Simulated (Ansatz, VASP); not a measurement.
**Si in VASP and in Ansatz**

Contents of INCAR:

```
SYSTEM = Si
ALGO = Fast ; EDIFF = 1E-7
ENCUT = 520 ; GGA = CA
ISIF = 2 ; ISMEAR = 0
LASPH = .TRUE. ; LCHARG = .FALSE.
LREAL = Auto ; LWAVE = .FALSE.
NBANDS = 86 ; NELM = 100
PREC = Accurate ; SIGMA = 0.02
```

KPOINTS

```
k-points
0
G
  3 3 3
  0 0 0
```

File POSCAR:

```
Si
1.0
    5.4019422878      5.4019422878      5.4019422878
   -5.4019422878     -5.4019422878      5.4019422878
    5.4019422878     -5.4019422878     -5.4019422878
Si
32
Direct
    0.7500000000      0.2500000000      0.7500000000
    0.0000000000      0.0000000000      0.7500000000
    0.7500000000      0.5000000000      0.5000000000
    0.0000000000      0.2500000000      0.5000000000
    0.2500000000      0.0000000000      0.5000000000
    0.2500000000      0.7500000000      0.7500000000
    0.5000000000      0.5000000000      0.7500000000
    0.7500000000      0.0000000000      0.0000000000
    0.7500000000      0.7500000000      0.2500000000
    0.0000000000      0.5000000000      0.2500000000
    0.2500000000      0.2500000000      0.2500000000
    0.5000000000      0.0000000000      0.2500000000
    0.5000000000      0.7500000000      0.5000000000
    0.0000000000      0.7500000000      0.0000000000
    0.2500000000      0.5000000000      0.0000000000
    0.5000000000      0.2500000000      0.0000000000
    0.5000000000      0.2500000000      0.7500000000
    0.7500000000      0.0000000000      0.7500000000
    0.5000000000      0.5000000000      0.5000000000
    0.7500000000      0.2500000000      0.5000000000
    0.0000000000      0.0000000000      0.5000000000
    0.0000000000      0.7500000000      0.7500000000
    0.2500000000      0.5000000000      0.7500000000
    0.5000000000      0.0000000000      0.0000000000
    0.5000000000      0.7500000000      0.2500000000
    0.7500000000      0.5000000000      0.2500000000
    0.0000000000      0.2500000000      0.2500000000
    0.2500000000      0.0000000000      0.2500000000
    0.2500000000      0.7500000000      0.5000000000
    0.7500000000      0.7500000000      0.0000000000
    0.0000000000      0.5000000000      0.0000000000
    0.2500000000      0.2500000000      0.0000000000
```

Input for Ansatz:

```yaml
crystal:
  lattice:
    - [5.4019422878, 5.4019422878, 5.4019422878]
    - [-5.4019422878, -5.4019422878, 5.4019422878]
    - [5.4019422878, -5.4019422878, -5.4019422878]
  atoms:
    - { symbol: Si, position: [0.75, 0.25, 0.75] }
    - { symbol: Si, position: [0.0, 0.0, 0.75] }
    - { symbol: Si, position: [0.75, 0.5, 0.5] }
    - { symbol: Si, position: [0.0, 0.25, 0.5] }
    - { symbol: Si, position: [0.25, 0.0, 0.5] }
    - { symbol: Si, position: [0.25, 0.75, 0.75] }
    - { symbol: Si, position: [0.5, 0.5, 0.75] }
    - { symbol: Si, position: [0.75, 0.0, 0.0] }
    - { symbol: Si, position: [0.75, 0.75, 0.25] }
    - { symbol: Si, position: [0.0, 0.5, 0.25] }
    - { symbol: Si, position: [0.25, 0.25, 0.25] }
    - { symbol: Si, position: [0.5, 0.0, 0.25] }
    - { symbol: Si, position: [0.5, 0.75, 0.5] }
    - { symbol: Si, position: [0.0, 0.75, 0.0] }
    - { symbol: Si, position: [0.25, 0.5, 0.0] }
    - { symbol: Si, position: [0.5, 0.25, 0.0] }
    - { symbol: Si, position: [0.5, 0.25, 0.75] }
    - { symbol: Si, position: [0.75, 0.0, 0.75] }
    - { symbol: Si, position: [0.5, 0.5, 0.5] }
    - { symbol: Si, position: [0.75, 0.25, 0.5] }
    - { symbol: Si, position: [0.0, 0.0, 0.5] }
    - { symbol: Si, position: [0.0, 0.75, 0.75] }
    - { symbol: Si, position: [0.25, 0.5, 0.75] }
    - { symbol: Si, position: [0.5, 0.0, 0.0] }
    - { symbol: Si, position: [0.5, 0.75, 0.25] }
    - { symbol: Si, position: [0.75, 0.5, 0.25] }
    - { symbol: Si, position: [0.0, 0.25, 0.25] }
    - { symbol: Si, position: [0.25, 0.0, 0.25] }
    - { symbol: Si, position: [0.25, 0.75, 0.5] }
    - { symbol: Si, position: [0.75, 0.75, 0.0] }
    - { symbol: Si, position: [0.0, 0.5, 0.0] }
    - { symbol: Si, position: [0.25, 0.25, 0.0] }
basis:
  ecutwfc: 420
  xc_grid: 2
kpoints:
  mp_grid: { grid: [3, 3, 3], shift: [0.0, 0.0, 0.0] }
hamiltonian:
  xc: lda
scf:
  occupations: { method: gaussian, width: 0.02 }
output:
  forces: true
  stress: true
  eigenvalues: true
```

Alike in both runs: task single point; functional LDA; k mesh 3 × 3 × 3; occupations gaussian, width 0.02 eV; no spin polarisation.

```csv
,VASP,Ansatz
version,VASP 6.6.1,Ansatz 0.2.0
potentials or method,"VASP PAW LDA potentials, release 64 (Si)","scalar-relativistic, plane waves, PAW"
plane-wave cutoff (eV),520,420
valence electrons in the cell,128,128
```

```csv
,VASP,Ansatz,Ansatz less VASP
gap on the k mesh at the Fermi level (eV),0.57,0.58,+0.002
least direct gap on the mesh (eV),0.57,0.58,+0.002
pressure (GPa),0.1,0.0,-0.05
```

Caveats: an odd mesh through Γ misses points on the zone boundary, where band edges often lie.
